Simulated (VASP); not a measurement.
Level of theory: PBE GGA + U (Dudarev), VASP's PBE PAW potentials (set 64) (plane waves; VASP).

VASP ran on this input.

KPOINTS:
```
Automatic mesh
0
Gamma
12 12 9
0 0 0
```

INCAR:
```
! general
SYSTEM    = CuAu
PREC      = Accurate
ENCUT     = 400   ! plane-wave cut-off (eV)
LREAL     = .FALSE.   ! projection in real space or not
LASPH     = .TRUE.   ! aspherical one-centre terms

! electronic loop
EDIFF     = 1E-6   ! SCF stop (eV)
NELM      = 100   ! most electronic steps
ALGO      = Normal
LMAXMIX   = 6

! smearing
ISMEAR    = 1   ! Methfessel-Paxton
SIGMA     = 0.1   ! width (eV)

! functional
GGA       = PE

! DFT+U
LDAU      = .TRUE.
LDAUTYPE  = 2
LDAUL     = 2 -1
LDAUU     = 4.0 0
LDAUJ     = 0 0
LDAUPRINT = 1

! ions
ISIF      = 2

! output
LWAVE     = .FALSE.
LCHARG    = .FALSE.
LORBIT    = 10
```

**POSCAR**
```
CuAu
1
    2.8000000000     0.0000000000     0.0000000000
    0.0000000000     2.8000000000     0.0000000000
    0.0000000000     0.0000000000     3.6700000000
Cu Au
1 1
Direct
  0.0000000000   0.0000000000   0.0000000000
  0.5000000000   0.5000000000   0.5000000000
```

POTCAR, in this order: Cu Au (PBE.64 set). Program: vasp_std.

Unless said otherwise, spin-orbit coupling is left out, though it shifts the bands of the heavy elements here.

Predict the energy per atom (σ→0), pressure, band gap (on the k-mesh).

```
Item                                                         Value
------------------------  ----------------------------------------
energy per atom (σ→0)                               -2.880 eV/atom
band gap (on the k-mesh)  none (metal, semimetal or under 0.01 eV)
pressure                                                  5.02 GPa
```

### OSZICAR
```
...
DAV:   7    -0.577469936924E+01    0.17560E-01   -0.11339E-01  5646   0.131E+01    0.373E+00
DAV:   8    -0.577145260917E+01    0.32468E-02   -0.14177E-01  5128   0.163E+01    0.110E+00
DAV:   9    -0.576002317339E+01    0.11429E-01   -0.40637E-02  4706   0.935E+00    0.163E-01
DAV:  10    -0.576010600556E+01   -0.82832E-04   -0.21132E-03  6620   0.975E-01    0.653E-02
DAV:  11    -0.576010647091E+01   -0.46534E-06   -0.72048E-05  6307   0.194E-01    0.178E-02
DAV:  12    -0.576010506715E+01    0.14038E-05   -0.59453E-06  5334   0.945E-02    0.528E-03
DAV:  13    -0.576010508258E+01   -0.15437E-07   -0.47383E-07  2640   0.180E-02
   1 F= -.57601051E+01 E0= -.57601286E+01  d E =0.706450E-04
```

The compound is CuAu in the L1_0 structure. The cell was not relaxed at this level. The run is one of a series of settings (LDAU = .TRUE., LDAUJ = 0 0, LDAUL = 2 -1, LDAUTYPE = 2, LDAUU = 4.0 0 against the base run), some of them coarse on purpose.
